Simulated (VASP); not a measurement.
These are PBE GGA, VASP's PBE PAW potentials (set 64) (plane waves; VASP 6.6.1) values and carry that method's errors.

A VASP calculation is set up with these files.

INCAR:
```
# general
SYSTEM =SrTiO3
PREC   =Accurate
ENCUT  =620   # plane-wave cut-off (eV)
LREAL  =.FALSE.   # projection in real space or not
LASPH  =.TRUE.   # aspherical one-centre terms

# electronic loop
EDIFF  =1E-6   # SCF stop (eV)
NELM   =100   # most electronic steps
ALGO   =Normal   # blocked Davidson
LMAXMIX=4   # l cut-off of mixed one-centre charges

# smearing
ISMEAR =0
SIGMA  =0.05   # width (eV)

# functional
GGA    =PE   # PBE

# ions
IBRION =2   # conjugate gradients
NSW    =40   # most ionic steps
ISIF   =3   # ions, shape and volume
EDIFFG =-0.02
PSTRESS=50   # kbar

# output
LWAVE  =.FALSE.
LCHARG =.FALSE.
```

**POSCAR**
```
SrTiO3
1.0
  3.9033398521   0.0000000000   0.0000000000
  0.0000000000   3.9033398521   0.0000000000
  0.0000000000   0.0000000000   3.9033398521
Sr Ti O
1 1 3
Cart
  0.0000000000   0.0000000000   0.0000000000
  1.9516699260   1.9516699260   1.9516699260
  1.9516699260   0.0000000000   1.9516699260
  0.0000000000   1.9516699260   1.9516699260
  1.9516699260   1.9516699260   0.0000000000
```

### KPOINTS
```
Automatic mesh
0
Gamma
6 6 6
0 0 0
```

POTCAR, in this order: Sr_sv Ti_sv O (PBE.64 set). Program: vasp_std.

Q: What will the output report for the number of irreducible k-points (NKPTS), largest plane-wave count, number of space-group operations, FFT grid (NGX, NGY, NGZ)?

A: 
```json
{
  "number of irreducible k-points (NKPTS)": "20",
  "largest_plane_wave_count": "2176",
  "number_of_space_group_operations": "48",
  "FFT grid (NGX, NGY, NGZ)": "32 × 32 × 32"
}
```

The compound is SrTiO3 in the cubic perovskite structure, the ideal cubic form; the compound distorts at low or room temperature. It was relaxed first under an external pressure of 5 GPa.
